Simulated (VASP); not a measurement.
Given:

```
CSi3
1.0
    0.01467     5.04495     4.84505
    5.04495     0.01467     4.84505
    2.52981     2.52981     0.00000
Si C
6 2
Direct
  0.99290   0.99290   0.01419
  0.13210   0.13210   0.23581
  0.95473   0.52229   0.02298
  0.17027   0.60271   0.22702
  0.52229   0.95473   0.02298
  0.60271   0.17027   0.22702
  0.51089   0.51089   0.97822
  0.61411   0.61411   0.27178
```

Computed with PBEsol GGA, VASP's PBE PAW potentials (set 64) (plane waves; VASP). Run with 520 eV cut-off, 6×6×12 Γ-centred mesh, tetrahedra with Blöchl corrections, potentials Si C.

The cores are frozen, which limits the accuracy of field gradients.

Task: Give the principal components of the electric field gradient (V/Å²) and the asymmetry η at each nucleus.

Result: 
```
atom   Vxx   Vyy    Vzz     η
----  ----  ----  -----  ----
Si1   13.0   1.6  -14.7  0.78
Si2   13.0   1.6  -14.7  0.78
Si3   -2.7  -0.3    3.0  0.81
Si4   -2.7  -0.3    3.0  0.81
Si5   -2.7  -0.3    3.0  0.81
Si6   -2.7  -0.3    3.0  0.81
C7    29.7   0.7  -30.4  0.95
C8    29.7   0.7  -30.4  0.95
```

The structure was generated: C2Si6 was put into an ordered model structure (Cmcm), which need not be its known phase. It was relaxed first.
